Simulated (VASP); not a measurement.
TaAl: relaxation of cell and atoms with PBE

TaAl:

```xyz
6
Lattice="4.5423 0.0000 0.0000 0.0000 4.5423 0.0000 0.0000 0.0000 4.5423" Properties=species:S:1:pos:R:3 pbc="T T T"
Ta    0.0000    2.2711    2.2711
Ta    2.2711    0.0000    2.2711
Ta    2.2711    2.2711    0.0000
Al    2.2711    0.0000    0.0000
Al    0.0000    2.2711    0.0000
Al    0.0000    0.0000    2.2711
```

The cell was built by a generator and needn't be a form met in nature.

```
Program                : VASP 6.6.1
Task                   : relaxation of cell and atoms
Functional             : PBE
Potentials or basis    : VASP PAW PBE potentials, release 64 (Ta_pv, Al)
Cutoff                 : 520 eV
k mesh                 : 4 × 4 × 4
Occupations            : gaussian, width 0.15 eV
Spin                   : no spin polarisation
Further INCAR settings : PREC = Normal; ALGO = Fast; EDIFF = 0.0001; IBRION = 2; EDIFFG = -0.08; NSW = 24; ISIF = 3
```

| Property | Result |
| --- | --- |
| Relaxed volume | 22.23 Å³/atom |
| Relaxed cell | a = 5.109 Å, b = 5.109 Å, c = 5.109 Å, α = 90.00°, β = 90.00°, γ = 90.00° |
| Space group after relaxing (to 0.05 Å) | Pm-3m (No. 221) |
| Energy gained by relaxing | 963.9 meV/atom |
| Ionic steps | 4 |
| Pressure after relaxing | -0.2 GPa |
| Band gap on the k mesh | none (metal or under the smearing width) |

The path:
```csv
step,energy change (eV),largest force (eV/Å),pressure (GPa),volume (Å³)
1,0.0000,0.0000,61.77,93.72
2,-0.2894,0.0000,-16.09,201.43
3,-5.7784,0.0000,-1.15,134.56
4,-5.7835,0.0000,-0.25,133.38
```

Final structure:
```xyz
6
Lattice="5.1093 0.0000 0.0000 0.0000 5.1093 0.0000 0.0000 0.0000 5.1093" Properties=species:S:1:pos:R:3 pbc="T T T"
Ta    0.0000    2.5546    2.5546
Ta    2.5546    0.0000    2.5546
Ta    2.5546    2.5546    0.0000
Al    2.5546    0.0000    0.0000
Al    0.0000    2.5546    0.0000
Al    0.0000    0.0000    2.5546
```

Levels at points of the mesh, in eV from the Fermi level:
```tsv
k point	band 17	band 18	band 19	band 20	band 21	band 22	band 23	band 24	band 25
(0.00, 0.00, 0.00)	-1.23	-1.23	-1.23	0.61	0.61	0.61	1.04	1.04	1.42
(0.50, 0.00, 0.00)	-1.09	-1.04	-0.74	-0.74	-0.04	0.53	0.53	0.81	1.17
(0.50, 0.50, 0.00)	-1.25	-0.95	-0.90	-0.90	-0.69	-0.40	0.50	0.50	1.31
(0.50, 0.50, 0.50)	-1.67	-1.67	-1.67	-0.37	0.27	0.27	0.27	0.96	0.96
```

It took 48 s on 1 thread of AMD EPYC 9R14 (Zen 4) (shared host), peak memory 0.14 GiB.

Caveat: the volume moved by over 15 % at a fixed basis, so the end points are rough; the relaxation stopped at a loose force limit of 0.08 eV/Å, so its end isn't a converged minimum. Spin-orbit coupling is left out, which matters for the levels of Ta.
